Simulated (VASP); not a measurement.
A convergence study with VASP on CdS (zinc blende): one setting is varied, all else stays as given below, so the limit is that of these other settings.

```yaml
crystal:
  lattice:
    - [0.00000, 2.91000, 2.91000]
    - [2.91000, 0.00000, 2.91000]
    - [2.91000, 2.91000, 0.00000]
  atoms:
    - { symbol: Cd, position: [0.00000, 0.00000, 0.00000] }
    - { symbol: S, position: [0.25000, 0.25000, 0.25000] }
```

All values below come from PBEsol GGA, VASP's PBE PAW potentials (set 64) (plane waves; VASP 6.6.1). The tightest run used: 550 eV cut-off, 17×17×17 Γ-centred mesh, Gaussian smearing of 0.050 eV, potentials Cd S.

| setting | E (eV/atom) | pressure (GPa) | irreducible k-points |
|---|---|---|---|
| 1×1×1 mesh | 2.1290 | 39.46 | 1 |
| 2×2×2 mesh | -2.9042 | 4.02 | 3 |
| 3×3×3 mesh | -3.3202 | 1.31 | 4 |
| 4×4×4 mesh | -3.3878 | 0.71 | 8 |

**Question.** These are the cheaper rows. Estimate the results at 17×17×17 mesh, and how far the last row shown lies from them.

**Answer.** 
```tsv
quantity	tightest run	last row shown is off by
E (eV/atom)	-3.4066	0.0187
pressure (GPa)	0.53	0.18
```

Left out are rungs that failed or repeat a setting and relaxations that didn't move; long series are thinned to 24 rows.

The compound is CdS in the zinc blende structure, a metastable form; wurtzite is the usual one. The cell was not relaxed at this level.
